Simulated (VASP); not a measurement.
# Sr2MgMoO6: single point with PBE

Sr2MgMoO6:

```xyz
10
Lattice="5.0016 -0.6785 -0.0962 -0.9872 5.6924 -0.4855 0.2577 -0.7665 4.8966" Properties=species:S:1:pos:R:3 pbc="T T T"
Sr    1.6516    3.1473    1.1715
Sr    0.1977   -0.1767    2.9299
Mo    1.5985    4.4464    3.9141
Mg    2.8813    0.6040    1.9711
O     2.1901    1.9556    3.4162
O     0.7437    2.0067    3.9808
O    -0.3735    4.3303    0.0600
O    -0.2514    3.2465    3.1755
O     4.0184    2.5367    1.1876
O     4.7266    0.9166    1.1239
```

The cell was built by a generator and needn't be a form met in nature.

| Item | Value |
| --- | --- |
| Program | VASP 6.6.1 |
| Task | single point |
| Functional | PBE |
| Potentials or basis | VASP PAW PBE potentials, release 64 (Sr_sv, Mo_sv, Mg, O) |
| Cutoff | 520 eV |
| k mesh | 3 × 3 × 3 |
| Occupations | gaussian, width 0.1 eV |
| Spin | no spin polarisation |
| Dipole correction | no |
| Further INCAR settings | ALGO = Normal; EDIFF = 1e-06; NBANDS = 47 |

```json
{
 "Pressure": "15.3 GPa",
 "Largest force": "4.724 eV/Å",
 "Band gap on the k mesh": "none (metal or under the smearing width)"
}
```

Forces in eV/Å, atoms in the order of the input:
```
Sr  -1.229 -1.244 -0.965
Sr   0.539  0.460  0.268
Mo  -2.156 -1.363  0.732
Mg   1.027  1.052  0.442
O   -0.499  0.249  0.115
O    3.352 -3.300 -0.438
O    0.193  4.235  0.559
O    0.266  2.358 -1.364
O   -0.815 -0.464  1.032
O   -0.678 -1.984 -0.381
```

Stress tensor (GPa, compression positive):
```
 10.80 -11.01   2.67
-11.01  17.39  -3.42
  2.67  -3.42  17.83
```

Levels at points of the mesh, in eV from the Fermi level:
```tsv
k point	band 34	band 35	band 36	band 37	band 38	band 39
(0.00, 0.00, 0.00)	-0.57	-0.36	-0.07	0.04	0.27	0.43
```

It took 74 s on 1 thread of Intel(R) Xeon(R) 6975P-C (Granite Rapids), with other jobs on the host, peak memory 0.31 GiB.

Caveat: the k mesh is coarse (spacing up to 0.44 Å⁻¹), so the values aren't converged; so large a pressure means that the cell lies far from this level's equilibrium, or that cutoff or potentials fall short.
